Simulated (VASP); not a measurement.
A run of VASP 6.6.1 is set up as follows.

File POSCAR:

```
SrPb7Se8                                
1.0
    0.0000000000      6.1207309892     -6.1207309892
   -6.1207309892      0.0000000000     -6.1207309892
   -6.1207309892      6.1207309892      0.0000000000
  Sr              Pb              Se            
     1     7     8
Direct
     0.5000000000000000    0.5000000000000000    0.0000000000000000
     0.0000000000000000    0.5000000000000000    0.0000000000000000
     0.5000000000000000    0.0000000000000000    0.0000000000000000
     0.0000000000000000    0.0000000000000000    0.0000000000000000
     0.5000000000000000    0.5000000000000000    0.5000000000000000
     0.0000000000000000    0.5000000000000000    0.5000000000000000
     0.5000000000000000    0.0000000000000000    0.5000000000000000
     0.0000000000000000    0.0000000000000000    0.5000000000000000
     0.7500000000000000    0.7500000000000000    0.2500000000000000
     0.2496382570015712    0.7503617429984288    0.2503617429984288
     0.7503617429984288    0.2496382570015712    0.2503617429984288
     0.2496382570015712    0.2496382570015712    0.2503617429984288
     0.7503617429984288    0.7503617429984288    0.7496382570015712
     0.2496382570015712    0.7503617429984288    0.7496382570015712
     0.7503617429984288    0.2496382570015712    0.7496382570015712
     0.2500000000000000    0.2500000000000000    0.7500000000000000
```

The input INCAR.step1:

```
SYSTEM = SrPb7Se8
PREC = Accurate
ENCUT = 520
EDIFF = 1E-5
ISMEAR = 0
SIGMA = 0.03
LREAL = .FALSE.
LASPH = .TRUE.
NELM = 80
ALGO = Normal
ISIF = 2
LWAVE = .TRUE.
LCHARG = .FALSE.
NBANDS = 92
GGA = PE
```

File INCAR.step2:

```
SYSTEM = SrPb7Se8
PREC = Accurate
ENCUT = 520
EDIFF = 1E-6
ISMEAR = 0
SIGMA = 0.03
LREAL = .FALSE.
LASPH = .TRUE.
NELM = 80
ALGO = Normal
ISIF = 2
LWAVE = .FALSE.
LCHARG = .FALSE.
GGA = PE
LHFCALC = .TRUE.
HFSCREEN = 0.2
PRECFOCK = Fast
NBANDS = 92
ISTART = 1
```

KPOINTS

```
Automatic mesh
0
G
  2 2 2
  0 0 0
```

The input KPOINTS_OPT:

```
explicit points
6
Reciprocal
 0.0000000000  0.0000000000  0.0000000000 1
 0.3750000000  0.3750000000  0.7500000000 1
 0.5000000000  0.5000000000  0.5000000000 1
 0.6250000000  0.2500000000  0.6250000000 1
 0.5000000000  0.2500000000  0.7500000000 1
 0.5000000000  0.0000000000  0.5000000000 1
```

Potentials or basis: VASP PAW PBE potentials, release 64 (Sr_sv, Pb_d, Se).

The run is started by

```console
$ cat potpaw_PBE.64/Sr_sv/POTCAR potpaw_PBE.64/Pb_d/POTCAR potpaw_PBE.64/Se/POTCAR > POTCAR
$ cp INCAR.step1 INCAR
$ mpirun -np 4 vasp_std > vasp.out
$ cp INCAR.step2 INCAR
$ mpirun -np 4 vasp_std > vasp.out
```

Estimate the band gap along the path.

0.77 eV, direct.

What does it give for the band gap on the k mesh?

0.77 eV, direct.

Predict the largest force.

0.022 eV/Å.

What does it give for the pressure?

1.8 GPa.

Forces on the atoms (eV/Å):
```
Sr   0.000  0.000  0.000
Pb   0.000  0.000  0.000
Pb   0.000  0.000  0.000
Pb   0.000  0.000  0.000
Pb   0.000  0.000  0.000
Pb   0.000  0.000  0.000
Pb   0.000  0.000  0.000
Pb   0.000  0.000  0.000
Se   0.000  0.000  0.000
Se   0.022  0.000  0.000
Se   0.000 -0.022  0.000
Se   0.000  0.000 -0.022
Se   0.000  0.000  0.022
Se   0.000  0.022  0.000
Se  -0.022  0.000  0.000
Se   0.000  0.000  0.000
```

Caveat: the k mesh is coarse (spacing up to 0.44 Å⁻¹), so the values aren't converged, least of all with exact exchange; the PAW data sets were made with another functional, which shifts forces and pressure a little; spin-orbit coupling is left out, which as a rule narrows the gap of such compounds by several tenths of an eV.
